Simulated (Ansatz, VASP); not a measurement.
# BiB: VASP beside Ansatz

Wanted: the spread between two codes on one cell, functional and k mesh. The cell is invented: As first built, before any earlier steps moved the atoms (in the runner's words): it takes the YAl structure with all of its atoms replaced by other elements, volume scaled by an estimate. It may not be a known or stable phase. The cell is taken from a series of VASP runs on this material, whose earlier steps may have relaxed, scaled or displaced it; both programs get it as it stands.

Method: plane waves, with VASP 6.6.1 beside it; single point at PBE, band structure at PBE and band structure at PBE, spin-orbit coupling, in Ansatz 0.2.0.

## 1. The structure

The structure is cubic, space group Pm-3m (No. 221). Conventional cell: a = 3.360 Å, b = 3.360 Å, c = 3.360 Å, α = 90.00°, β = 90.00°, γ = 90.00°. Nearest to Bi lie 8 B at 2.91 Å. B has 8 Bi at 2.91 Å nearest. As first built, before any earlier steps moved the atoms (in the runner's words): sites of the YAl structure (space group 221) filled with other elements, volume scaled by an estimate. Farther neighbours are not listed.

## 2. Ansatz: single point, PBE

Ansatz runs on its default PAW (the set named soft_2) files.

A single point gives forces, pressure and levels at one fixed geometry, so differences don't come from the geometry; what else differs is listed under the comparison.

input.yaml

```yaml
crystal:
  lattice:
    - [3.3604657922, 0.0, 0.0]
    - [0.0, 3.3604657922, 0.0]
    - [0.0, 0.0, 3.3604657922]
  atoms:
    - { symbol: Bi, position: [0.5, 0.5, 0.5] }
    - { symbol: B, position: [0.0, 0.0, 0.0] }
hamiltonian:
  xc: pbe
  pseudopotentials: { kind: paw }
kpoints:
  mp_grid: { grid: [7, 7, 7] }
scf:
  occupations: { method: fermi_dirac, width: 0.05 }
  n_extra_bands: 4
output:
  forces: true
  stress: true
  eigenvalues: true
```

Started as:

```sh
> ansatz run input.yaml --threads 2 --pin off --max-ram 4608MiB --backend cpu --events-out ev --progress --plain --runs-dir out
```

Numbers of over 12 decimals in the logs are rounded to 6 here.

The program printed:

```text
scf.n_extra_bands = 4 over 9 filled bands (N_el = 18.0): the run solves 13 bands
Engine: ansatz 0.2.0, aarch64-unknown-linux-gnu
Pseudopotentials: kind: paw
Pseudopotential: Bi, paw, valence charge 15, recommended cutoff 420 eV (normal), Bi.paw.azcp
Pseudopotential: B, paw, valence charge 3, recommended cutoff 420 eV (normal), B.paw.azcp
Functional definition: PBE
  parameter kappa = 0.804
  parameter beta = 0.066725
  exchange = pbe_x(kappa = kappa, mu = beta*pi^2/3)
  correlation = pbe_c(beta = beta)
Crystal: 2 atoms, lattice volume = 37.949 Å³
Basis set: ecut = 420 eV, 739 PW (Γ), exchange–correlation on 48×48×48 points (8 copies of the dense FFT grid, shifted against one another)
Bands: 13, of which v1, the nominal top of the filled ones, is band 9 counted from 1 (8 counted from 0)
Symmetry: 48 space group operations
Space group: Pm-3m (ITA 221), of the structure as read, at distance tolerance 3.4e-5 Å
k-points: 20 of 343
Non-local potential: Bi, projectors of the file, l = 0: 2, l = 1: 2, l = 2: 2, l = 3: 2
Non-local potential: B, projectors of the file, l = 0: 2, l = 1: 2, l = 2: 1
PAW form: soft (Blöchl's): semilocal exchange-correlation on the pseudo side does not see the compensation charge
PAW one-centre angular grid: Bi, 590 points (default); XC on 64 Gauss nodes
PAW one-centre angular grid: B, 110 points (default); XC on 64 Gauss nodes
Initial density: superposition of atomic densities (neutral atoms: chi_scale 0, normalization atom), corrected by the library's trained network
Initial wavefunctions: pseudopotential atomic-orbital guess
Functional: x = pbe(κ = 0.804, μ = 0.219515), c = pbe(β = 0.066725)
SCF iter   1: F=—  HF=-12549.303899 eV  |F-HF|=—  |Δ(HF+E_count)|=         —  Δρ=1.32e-3  dr2=5.37e-4  ethr=1.77e-3  ⟨swp⟩=5.2  Hψ=1321  notcnv=0
preconditioner: auto → none  [insulator: Δε(μ)=0.448 eV  Ē_g=18.701 eV  σ=0.050 eV  W_gap=0.63  n_scr=6 (ndim 8)  ℏωp=25.6 eV  f_vac=0.000  D(μ)=1.90/eV (n_scr^D=18)  ε∞_Penn≈2.9]
SCF iter   2: F=—  HF=-12549.303539 eV  |F-HF|=—  |Δ(HF+E_count)|=   3.60e-4  Δρ=7.10e-4  dr2=1.08e-4  ethr=2.98e-6  ⟨swp⟩=2.6  Hψ=635  notcnv=0
SCF iter   3: F=—  HF=-12549.303574 eV  |F-HF|=—  |Δ(HF+E_count)|=   3.47e-5  Δρ=2.78e-4  dr2=1.62e-5  ethr=6.01e-7  ⟨swp⟩=2.0  Hψ=441  notcnv=0
SCF iter   4: F=—  HF=-12549.303590 eV  |F-HF|=—  |Δ(HF+E_count)|=   1.62e-5  Δρ=4.46e-5  dr2=3.84e-7  ethr=8.99e-8  ⟨swp⟩=2.0  Hψ=341  notcnv=0
iter 5 did not close the SCF: its close was put off for the readings that it lacked (scf_convergence_deferred on its scf_iter line)
SCF iter   5: F=-12549.303590 eV  HF=-12549.303590 eV  |F-HF|=5.26e-10  |Δ(HF+E_count)|=   9.65e-8  Δρ=7.10e-6  dr2=6.75e-9  ethr=2.14e-9  ⟨swp⟩=2.0  Hψ=387  notcnv=0
SCF iter   6: F=-12549.303590 eV  HF=-12549.303590 eV  |F-HF|=1.64e-11  |Δ(HF+E_count)|=   2.48e-9  Δρ=3.31e-7  dr2=2.36e-11  ethr=3.75e-11  ⟨swp⟩=2.7  Hψ=1022  notcnv=0
SCF 1 converged in 6 iterations: F = -12549.303590 eV  dr2 = 2.36e-11
  greatest PAW one-centre occupation: 0.988 electrons in one spin orbital (limit 2), on the Bi atom at site 0 (counted from 0), in its partial waves of l = 2
SCF converged after 6 iterations
Free energy (F): -12549.303590 eV
Harris-Foulkes:  -12549.303590 eV  (|F-HF|=1.64e-11)
Internal energy: -12549.287480 eV  (E = F + TS)
E sigma→0 (E₀):  -12549.295535 eV
Entropy (-TS):   -0.016110 eV (-8.055 meV/atom)
Fermi energy:    11.978920 eV
--- Per-component energies (eV) ---
  E_band       = -64.098311
  E_kinetic    = 339.881960
  E_local      = -1418.950732  (includes V_loc(G=0)·N_el)
  E_nonlocal   = 575.974172
  E_hartree    = 453.466313
  E_xc         = -180.929021
  E_vxc        = -179.131428  (∫ρ·V_xc dr)
  E_paw        = -10741.626118  (= ΣΔE_a)
  E_vpaw       = -288.804654  (= ΣTr[D̂ρ^β])
  E_aug_tail   = -0.000418  (compensation charges beyond the density's cutoff)
  E_ewald      = -1577.103636
  E_smearing   = -0.016110  (= −TS)
  E_closure    = 0.000000  (closes the sum)
  Σ components = -12549.303590   (vs F -12549.303590, Δ=0.00e0)
--- Forces (eV/Å), atoms counted from 1 ---
  atom   1  Bi     0.00000000    -0.00000000     0.00000000
  atom   2  B     -0.00000000     0.00000000    -0.00000000
  max |Σ_I F_I| component: 6.49e-29 eV/Å
--- Stress (GPa, compression-positive) ---
       -0.028433       0.000000       0.000000
        0.000000      -0.028433       0.000000
        0.000000       0.000000      -0.028433
  P = ⅓ Tr σ = -0.0284 GPa (-0.284 kbar)
--- Band table (eV; the first three rows and the last of 20) ---
  k-point 0: bands = [... 5 lower, -2.3602, 9.0997, 10.9941, 10.9941, 10.9941, 17.3979, 17.3979, 19.3576]
  k-point 1: bands = [... 5 lower, -2.1066, 7.7310, 11.2807, 11.2807, 11.4053, 17.5938, 17.7056, 18.7583]
  k-point 2: bands = [... 5 lower, -1.3809, 5.4177, 12.0897, 12.1063, 12.1063, 16.2298, 17.2322, 17.2322]
  k-point 19: bands = [... 5 lower, 2.9266, 7.1707, 9.0362, 9.1055, 9.1055, 11.2547, 11.2547, 12.4387]
```

The job ended after 0.85 s (2 threads of Arm Neoverse N1, shared host; peak memory 0.27 GiB).

The run ends at a pressure of -0.03 GPa.

## 3. VASP: single point, PBE

The same cell, functional, mesh and smearing now go to VASP, with its own data sets and cutoff.

Lines of VASP's logs that name or quote its potential files are left out, and so is its time.

INCAR

```
SYSTEM = BiB
PREC = Accurate
ENCUT = 420
EDIFF = 1E-06
NELM = 100
ISMEAR = -1
SIGMA = 0.05
LREAL = .FALSE.
ALGO = Normal
GGA = PE
NBANDS = 15
LORBIT = 11
LWAVE = .FALSE.
LCHARG = .TRUE.
ISIF = 2
LELF = .TRUE.
LVHAR = .TRUE.
```

POSCAR

```
BiB
1.0
    3.3604657922      0.0000000000      0.0000000000
    0.0000000000      3.3604657922      0.0000000000
    0.0000000000      0.0000000000      3.3604657922
Bi B
1 1
Direct
    0.5000000000      0.5000000000      0.5000000000
    0.0000000000      0.0000000000      0.0000000000
```

KPOINTS

```
Automatic mesh
0
Gamma
7 7 7
0 0 0
```

Potentials, in the order of the species: Bi_d and B (PBE family, release 64).

Started as:

```sh
> mpirun -np 1 vasp_std
```

The program printed:

```text
[banner, memory and clock lines left out]
running    1 mpi-ranks, on    1 nodes
 distrk:  each k-point on    1 cores,    1 groups
 distr:  one band on    1 cores,    1 groups

 POSCAR found type information on POSCAR BiB
 POSCAR found :  2 types and       2 ions
 LDA part: xc-table for (Slater+PW92), standard interpolation
 POSCAR, INCAR and KPOINTS ok, starting setup
 FFT: planning ... GRIDC
 FFT: planning ... GRID_SOFT
 FFT: planning ... GRID
 WAVECAR not read
 entering main loop
       N       E                     dE             d eps       ncg     rms          rms(c)
DAV:   1     0.117922567563E+03    0.11792E+03   -0.89448E+03   600   0.126E+03
DAV:   2    -0.553924540217E+00   -0.11848E+03   -0.11524E+03   642   0.320E+02
DAV:   3    -0.750482820215E+01   -0.69509E+01   -0.69081E+01   796   0.781E+01
DAV:   4    -0.765462462187E+01   -0.14980E+00   -0.14978E+00   718   0.124E+01
DAV:   5    -0.765901200906E+01   -0.43874E-02   -0.43873E-02   850   0.177E+00    0.198E+00
DAV:   6    -0.742978527970E+01    0.22923E+00   -0.65866E-01   813   0.558E+00    0.582E-01
DAV:   7    -0.743054513214E+01   -0.75985E-03   -0.62564E-02   747   0.132E+00    0.342E-01
DAV:   8    -0.742971063838E+01    0.83449E-03   -0.40260E-03   719   0.728E-01    0.583E-02
DAV:   9    -0.742950207951E+01    0.20856E-03   -0.68954E-04   784   0.228E-01    0.208E-02
DAV:  10    -0.742950601763E+01   -0.39381E-05   -0.75126E-05   747   0.729E-02    0.695E-03
DAV:  11    -0.742950561456E+01    0.40307E-06   -0.86599E-06   768   0.304E-02
   1 F= -.74295056E+01 E0= -.74214871E+01  d E =-.160371E-01
```

From OUTCAR (step 3):

```text
ion  position               nearest neighbor table
   1  0.500  0.500  0.500-   2 2.91   2 2.91   2 2.91   2 2.91   2 2.91   2 2.91   2 2.91   2 2.91

  LATTYP: Found a simple cubic cell.
 ALAT       =     3.3604657922

 Subroutine GETGRP returns: Found 48 space group operations
 (whereof 48 operations were pure point group operations)

The static configuration has the point symmetry O_h .

 Found     20 irreducible k-points:

   k-points           NKPTS =     20   k-points in BZ     NKDIM =     20   number of bands    NBANDS=     15

   dimension x,y,z NGX =    24 NGY =   24 NGZ =   24
   dimension x,y,z NGXF=    48 NGYF=   48 NGZF=   48

   ENCUT  =  420.0 eV  30.87 Ry    5.56 a.u.   5.62  5.62  5.62*2*pi/ulx,y,z

   NELECT =      18.0000    total number of electrons

 k-points in reciprocal lattice and weights: Automatic mesh
   0.00000000  0.00000000  0.00000000       0.003
   0.14285714  0.00000000  0.00000000       0.017
   0.28571429  0.00000000  0.00000000       0.017
   0.42857143  0.00000000  0.00000000       0.017
   0.14285714  0.14285714  0.00000000       0.035
   0.28571429  0.14285714  0.00000000       0.070
   0.42857143  0.14285714  0.00000000       0.070
   0.28571429  0.28571429  0.00000000       0.035
   0.42857143  0.28571429  0.00000000       0.070
[...]
0.42857143  0.42857143  0.28571429       0.070
   0.42857143  0.42857143  0.42857143       0.023

 average (electrostatic) potential at core
       1-103.2677       2 -26.0285

 E-fermi :   8.2323

 k-point     1 :       0.0000    0.0000    0.0000
  band No.  band energies     occupation
    ...
      6      -6.1142      2.00000
      7       5.3451      2.00000
      8       7.2492      2.00000
      9       7.2492      2.00000
     10       7.2492      2.00000
     11      13.6555      0.00000
     12      13.6555      0.00000
     13      15.6109      0.00000
     14      15.6109      0.00000
     15      15.6109      0.00000

 k-point     2 :       0.1429    0.0000    0.0000
  band No.  band energies     occupation
    ...
      6      -5.8608      2.00000
      7       3.9802      2.00000
      8       7.5358      2.00000
      9       7.5358      2.00000
     10       7.6570      1.99998
     11      13.8515      0.00000
     12      13.9607      0.00000
     13      15.0118      0.00000
     14      15.0118      0.00000
     15      15.9477      0.00000

 k-point     3 :       0.2857    0.0000    0.0000
  band No.  band energies     occupation
    ...
      3     -15.0639      2.00000
      4     -15.0639      2.00000
      5     -15.0197      2.00000
      6      -5.1360      2.00000
      7       1.6693      2.00000
      8       8.3399      0.20806
      9       8.3616      0.14015
     10       8.3616      0.14015
     11      12.4823      0.00000
     12      13.4862      0.00000
    ...

  Total       -0.0104398     -0.0104398     -0.0104398     -0.0000000      0.0000000     -0.0000000
  in kB       -0.4407610     -0.4407610     -0.4407610     -0.0000000      0.0000000     -0.0000000
  external PRESSURE =      -0.4407610 kB  Pullay stress =       0.0000000 kB

  energy-cutoff  :      420.00
  volume of cell :       37.95
      direct lattice vectors                 reciprocal lattice vectors
     3.360465792  0.000000000  0.000000000     0.297577795  0.000000000  0.000000000
     0.000000000  3.360465792  0.000000000     0.000000000  0.297577795  0.000000000
     0.000000000  0.000000000  3.360465792     0.000000000  0.000000000  0.297577795

 POSITION                                       TOTAL-FORCE (eV/Angst)
 -----------------------------------------------------------------------------------
      1.68023      1.68023      1.68023         0.000000      0.000000      0.000000
      0.00000      0.00000      0.00000         0.000000      0.000000      0.000000
 -----------------------------------------------------------------------------------
    total drift:                                0.000000     -0.000000     -0.000000

  FREE ENERGIE OF THE ION-ELECTRON SYSTEM (eV)
  ---------------------------------------------------
  free  energy   TOTEN  =        -7.4295056146 eV

  energy  without entropy=       -7.4134685073  energy(sigma->0) =       -7.42148706

 total charge
# of ion       s       p       d       tot
------------------------------------------
    1        1.568   1.198   9.959  12.726
    2        0.824   0.647   0.000   1.472
--------------------------------------------------
tot          2.393   1.845   9.959  14.197

[... 3 further parts left out ...]
```

The run ends at a pressure of -0.04 GPa.

## 4. Differences

Known differences besides the potentials themselves: VASP leaves aspherical gradient terms in its spheres out (LASPH is not set), Ansatz keeps them. Total energies have different zeros and are not compared.

Both answers:

```tsv
quantity	Ansatz	VASP	difference
pressure (GPa)	-0.03	-0.04	+0.02
pressure without Ansatz's Pulay correction (GPa)	-0.11	-0.04	-0.06
```

Ansatz's pressure holds a Pulay correction of 0.08 GPa; VASP's holds none.

## 5. Ansatz: band structure, PBE

A single point gives forces, pressure and levels at one fixed geometry, so differences don't come from the geometry; what else differs is listed under the comparison.

The cell is taken from a series of VASP runs on this material, whose earlier steps may have relaxed, scaled or displaced it; both programs get it as it stands.

input.yaml, the sections that differ from step 2:

```yaml
kpoints:
  mp_grid: { grid: [7, 7, 7] }
  band_path:
    path:
      - [0.0, 0.0, 0.0]
      - [0.0, 0.1, 0.0]
      - [0.0, 0.2, 0.0]
      - [0.0, 0.3, 0.0]
      - [0.0, 0.43333, 0.0]
      - [0.0, 0.5, 0.0]
      - [0.1, 0.5, 0.0]
      - [0.2, 0.5, 0.0]
      - [0.33333, 0.5, 0.0]
      - [0.43333, 0.5, 0.0]
      - [0.5, 0.5, 0.0]
      - [0.36667, 0.36667, 0.0]
      - [0.26667, 0.26667, 0.0]
      - [0.16667, 0.16667, 0.0]
      - [0.06667, 0.06667, 0.0]
      - [0.03333, 0.03333, 0.03333]
      - [0.13333, 0.13333, 0.13333]
      - [0.23333, 0.23333, 0.23333]
      - [0.33333, 0.33333, 0.33333]
      - [0.46667, 0.46667, 0.46667]
      - [0.46667, 0.5, 0.46667]
      - [0.36667, 0.5, 0.36667]
      - [0.23333, 0.5, 0.23333]
      - [0.13333, 0.5, 0.13333]
      - [0.03333, 0.5, 0.03333]
      - [0.5, 0.5, 0.03333]
      - [0.5, 0.5, 0.16667]
      - [0.5, 0.5, 0.26667]
      - [0.5, 0.5, 0.36667]
      - [0.5, 0.5, 0.5]
    npoints: 1
scf:
  occupations: { method: fermi_dirac, width: 0.05 }
  n_extra_bands: 7
# crystal, hamiltonian, output: as in step 2
```

Started as:

```sh
> ansatz run input.yaml --threads 2 --pin off --max-ram 4608MiB --backend cpu --events-out ev --progress --plain --runs-dir out
```

The program printed:

```text
[...]
Crystal: 2 atoms, lattice volume = 37.949 Å³
Basis set: ecut = 420 eV, 739 PW (Γ), exchange–correlation on 48×48×48 points (8 copies of the dense FFT grid, shifted against one another)
Bands: 16, of which v1, the nominal top of the filled ones, is band 9 counted from 1 (8 counted from 0)
Symmetry: 48 space group operations
[...]
k-points: 20 of 343
[...]
k-point 0: bands = [... 5 lower, -2.3602, 9.0997, 10.9941, 10.9941, 10.9941, 17.3979, 17.3979, 19.3576, ... 3 higher]
  k-point 1: bands = [... 5 lower, -2.1066, 7.7310, 11.2807, 11.2807, 11.4053, 17.5938, 17.7056, 18.7583, ... 3 higher]
  k-point 2: bands = [... 5 lower, -1.3809, 5.4177, 12.0897, 12.1063, 12.1063, 16.2298, 17.2322, 17.2322, ... 3 higher]
  k-point 19: bands = [... 5 lower, 2.9266, 7.1707, 9.0362, 9.1055, 9.1055, 11.2547, 11.2547, 12.4387, ... 3 higher]
[key lines of the parts left out:]
SCF converged after 6 iterations
Free energy (F): -12549.303590 eV
Fermi energy:    11.978920 eV
P = ⅓ Tr σ = -0.0284 GPa (-0.284 kbar)
```

Elapsed: 1.4 s, on 2 threads; peak memory 0.27 GiB.

## 6. VASP: band structure, PBE

The same cell, functional, mesh and smearing now go to VASP, with its own data sets and cutoff.

INCAR

```
SYSTEM = BiB
PREC = Accurate
ENCUT = 420
EDIFF = 1E-06
NELM = 100
ISMEAR = -1
SIGMA = 0.05
LREAL = .FALSE.
ALGO = Normal
GGA = PE
NBANDS = 21
LORBIT = 11
LWAVE = .FALSE.
LCHARG = .FALSE.
```

POSCAR is that of step 3.

KPOINTS is that of step 3.

KPOINTS_OPT

```
Line mode
16
Line-mode
Reciprocal
  0.00000000   0.00000000   0.00000000 GAMMA
  0.00000000   0.50000000   0.00000000 X

  0.00000000   0.50000000   0.00000000 X
  0.50000000   0.50000000   0.00000000 M

  0.50000000   0.50000000   0.00000000 M
  0.00000000   0.00000000   0.00000000 GAMMA

  0.00000000   0.00000000   0.00000000 GAMMA
  0.50000000   0.50000000   0.50000000 R

  0.50000000   0.50000000   0.50000000 R
  0.00000000   0.50000000   0.00000000 X

  0.50000000   0.50000000   0.00000000 M
  0.50000000   0.50000000   0.50000000 R
```

Started as:

```sh
> mpirun -np 1 vasp_std
```

The program printed:

```text
[... set-up lines as in an earlier step ...]
 entering main loop
       N       E                     dE             d eps       ncg     rms          rms(c)
DAV:   1     0.140793198553E+03    0.14079E+03   -0.81926E+03   850   0.906E+02
DAV:   2     0.279563924218E+01   -0.13800E+03   -0.13093E+03   891   0.284E+02
DAV:   3    -0.742489923917E+01   -0.10221E+02   -0.10126E+02   998   0.709E+01
DAV:   4    -0.765217260975E+01   -0.22727E+00   -0.22704E+00  1055   0.108E+01
[...]
DAV:   9    -0.742950173638E+01    0.10323E-03   -0.32432E-04  1209   0.124E-01    0.195E-02
DAV:  10    -0.742950556326E+01   -0.38269E-05   -0.33322E-05  1079   0.325E-02    0.488E-03
DAV:  11    -0.742950544717E+01    0.11609E-06   -0.24116E-06   898   0.147E-02
   1 F= -.74295054E+01 E0= -.74214865E+01  d E =-.160378E-01
 Start KPOINTS_OPT (optional k-point list driver)
k-point batch [1-20\96]
       N       E                     dE             ncg
DAV:   1     0.476862793553E+03   -0.52748E+04      873
DAV:   2    -0.225688015593E+04   -0.27337E+04      885
DAV:   3    -0.246579151588E+04   -0.20891E+03      960
DAV:   4    -0.247101308759E+04   -0.52216E+01     1088
DAV:   5    -0.247116739205E+04   -0.15430E+00     1138
DAV:   6    -0.247117406658E+04   -0.66745E-02     1197
DAV:   7    -0.247117412694E+04   -0.60356E-04     1155
DAV:   8    -0.247117412836E+04   -0.14252E-05      922
DAV:   9    -0.247117412844E+04   -0.81282E-07      778
[...]
k-point batch [81-96\96]
       N       E                     dE             ncg
DAV:   1     0.211594506074E+04   -0.10984E+05      698
DAV:   2    -0.104820230451E+03   -0.22208E+04      680
DAV:   3    -0.276196876108E+03   -0.17138E+03      883
DAV:   4    -0.280051971477E+03   -0.38551E+01      857
DAV:   5    -0.280158464103E+03   -0.10649E+00      893
DAV:   6    -0.280164195374E+03   -0.57313E-02      964
DAV:   7    -0.280164226597E+03   -0.31222E-04      880
DAV:   8    -0.280164227174E+03   -0.57724E-06      680
```

OUTCAR, selected parts (step 6):

```text
  Total       -0.0073558     -0.0073558     -0.0073558      0.0000000      0.0000000     -0.0000000
  in kB       -0.3105593     -0.3105593     -0.3105593      0.0000000      0.0000000     -0.0000000
  external PRESSURE =      -0.3105593 kB  Pullay stress =       0.0000000 kB

  FREE ENERGIE OF THE ION-ELECTRON SYSTEM (eV)
  ---------------------------------------------------
  free  energy   TOTEN  =        -7.4295054472 eV

  energy  without entropy=       -7.4134676367  energy(sigma->0) =       -7.42148654

[... 2 parts as in an earlier step ...]

[... 2 further parts left out ...]
[key lines of the parts left out:]
E-fermi :   8.2324
```

The run ends at a pressure of -0.03 GPa.

## 7. Comparison

Compared:

```tsv
quantity	Ansatz	VASP	difference
pressure (GPa)	-0.03	-0.03	0.00
pressure without Ansatz's Pulay correction (GPa)	-0.11	-0.03	-0.07
```

Levels from 3 eV below to 2 eV above the Fermi level differ by 2 meV r.m.s. and 8 meV at most; each VASP level is matched to the nearest of Ansatz, which flatters the figure a little. Ansatz's pressure holds a Pulay correction of 0.08 GPa; VASP's holds none.

(Part 1 of 2 ends here.)

[Lines on the potential files, build, host, timing and source positions are cut from VASP's logs without a mark.]

[Logs are printed without paths, hosts, clocks, repeated set-up lines and the standing remarks that a program may print on its own settings, such as how far it seeks lower states.]

[Hosts, paths, dates, database ids (printed as entryN), source tags and the programs' standing remarks are cut or masked in the printed files.]
